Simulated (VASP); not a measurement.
TlCl (CsCl type), at 1.04 of the tabulated volume:

```
TlCl
1.0
    3.89053     0.00000     0.00000
    0.00000     3.89053     0.00000
    0.00000     0.00000     3.89053
Tl Cl
1 1
Cartesian
  0.00000   0.00000   0.00000
  1.94527   1.94527   1.94527
```

The lowest empty band near R, direction [111], from PBE with spin-orbit coupling in VASP (PAW); its two spin partners are averaged. The gap over the points computed is 1.89 eV, and the next band on that side lies 1.17 eV away at the edge.

Numerical set-up: 400 eV cut-off, 8×8×8 Γ-centred mesh, Gaussian smearing of 0.050 eV, potentials Tl_d Cl.

| distance from the edge in k (1/Å) | distance in energy (meV) |
|---|---|
| 0.018 | 3.6 |
| 0.025 | 6.8 |
| 0.035 | 13.3 |
| 0.050 | 27.0 |
| 0.070 | 51.9 |

Problem. Fit E(1 + αE) = ħ²k²/2m* (ħ²/2m0 = 3.810 eV Å²) and predict the row at 0.095 1/Å.

Solution. Least squares on the energies gives the electron mass m* = 0.346 m0 and α = 0.74 per eV, and so 92.9 meV. The run gave 93.0 meV, +0.1 meV from the fit.

Left out are points under 3 meV from the edge, since the levels carry 0.1 meV, and points farther than half the way to the next band.

The compound is TlCl in the CsCl type structure. The cell was not relaxed at this level.
